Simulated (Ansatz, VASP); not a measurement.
**Two plane-wave programs on AgF4**

```
Ag F
1.0
     3.62064    0.00000    0.00000
     0.00000    3.62064    0.00000
     0.00000    0.00000    5.29941
Ag F
1 4
Direct
  0.00000 0.00000 0.00000
  0.50000 0.00000 0.22666
  0.00000 0.50000 0.77334
  0.50000 0.00000 0.77334
  0.00000 0.50000 0.22666
```

Change from the starting cell: ordered vacancies on the cation sites of fluorite (P4/mmm, No. 123).

Alike in both runs: functional PBE; k mesh 10 × 10 × 8; occupations gaussian, width 0.1 eV; no spin polarisation.

Ansatz relaxed the structure, and its values are those at the end. VASP's run is a single point on that final structure, the one shown.

|  | VASP | Ansatz |
| --- | --- | --- |
| version | VASP 6.6.1 | Ansatz 0.2.0 |
| potentials or method | VASP PAW PBE potentials, release 64 (Ag, F) | scalar-relativistic, plane waves, PAW |
| plane-wave cutoff (eV) | 520 | 420 |
| valence electrons in the cell | 39 | 47 |

|  | VASP | Ansatz | Ansatz less VASP |
| --- | --- | --- | --- |
| gap on the k mesh at the Fermi level (eV) | none | none | - |
| pressure (GPa) | -0.1 | 0.0 | +0.13 |
| rms of the force components (eV/Å) | 0.014 | 0.000 | -0.0141 |

A gap of «none» marks a metal or a gap that the smearing closes. The functional is the same, so the differences come from potentials, cutoffs and numerics. The two sets of potentials don't hold the same shells in valence.

Caveats: an odd number of electrons without spin polarisation forces a metal; a magnetic or distorted state may lie lower.
